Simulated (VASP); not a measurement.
Input:

```
CELL_PARAMETERS angstrom
      1.37000    -2.37291     0.00000
      1.37000     2.37291     0.00000
      0.00000     0.00000     4.39000
ATOMIC_POSITIONS crystal
  Tc 0.33333 0.66667 0.25000
  Tc 0.66667 0.33333 0.75000
```

Computed with SCAN meta-GGA, VASP's PBE PAW potentials (set 64) (plane waves; VASP). Settings: 520 eV cut-off, 14×14×8 Γ-centred mesh, first-order Methfessel-Paxton smearing of 0.10 eV, potentials Tc_pv.

Problem. The ions, cell shape and volume are relaxed. Which structure does the run end with?

Solution. 
```
CELL_PARAMETERS angstrom
      1.36293    -2.36067     0.00000
      1.36293     2.36067     0.00000
      0.00000     0.00000     4.38001
ATOMIC_POSITIONS crystal
  Tc 0.33333 0.66667 0.25000
  Tc 0.66667 0.33333 0.75000
```
Space group P6_3/mmc (194), at a tolerance of 0.03 Å.

Problem. How do energy and volume change from the first to the last step?

Solution. The energy (σ→0) changes by -2.4 meV/atom and the volume by -1.3 %, in 5 ionic steps.

```csv
step,E(σ→0) (eV),max force (eV/Å),pressure (GPa),volume (Å³)
1,-70.1292,0.000,-4.07,28.54
2,-70.0850,0.000,14.81,27.07
3,-70.1340,0.000,0.04,28.18
4,-70.1341,0.000,-0.01,28.19
5,-70.1341,0.000,0.01,28.18
```

The compound is Tc in the hcp structure. This run relaxes it. Symmetry was kept, so distortions that lower it aren't found.
